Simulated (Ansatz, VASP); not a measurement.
## Fitting the PBE energy curve of Mg3Hf

Symmetry: Pm-3m, No. 221, cubic system. Conventional cell: a = 4.433 Å, b = 4.433 Å, c = 4.433 Å, α = 90.00°, β = 90.00°, γ = 90.00°. Hf (site symmetry m-3m) is surrounded by 12 Mg at 3.13 Å. Around Mg (site symmetry 4/mmm) lie 4 Hf at 3.13 Å and 8 Mg at 3.13 Å.

The cell comes from a database or a generator and needn't be the stable form of this composition.

The cell was scaled at fixed shape and fractions and run with Ansatz, Ansatz PAW, cutoff 420 eV; PBE, k mesh 6 × 6 × 6 on the cell of 4 atoms, fermi-dirac occupations of 0.05 eV, no spin polarisation, no spin-orbit coupling. Energies are those that the program minimises, any entropy of the smearing included. For a metal such a mesh isn't converged to the digits shown.

```tsv
V (Å³/atom)	energy over the lowest row (meV/atom)
20.4772	15.747
20.9129	6.891
21.3486	1.753
21.7843	0.000
22.2200	?
22.6557	5.411
23.0914	12.032
```

Question: Fit the third-order Birch-Murnaghan form, give V0, B0 and B′, and predict the energy left open.

Answer: With y = (V0/V)^(2/3), E = E0 + (9 V0 B0/16) [(y - 1)³ B′ + (y - 1)² (6 - 4y)]. Least squares through the rows shown give V0 = 21.8087 Å³/atom, E0 = -0.004 meV, B0 = 56.09 GPa (1 eV/Å³ = 160.218 GPa) and B′ = 3.85, with a largest miss of 0.003 meV. At V = 22.2200 the form with these constants gives 1.313 meV; the run gave 1.313 meV an atom. Other set-ups at this level, from all their volumes (Å³/atom, GPa): VASP, PBE PAW files Hf_pv, Mg, 520 eV: V0 21.767, B0 56.94.
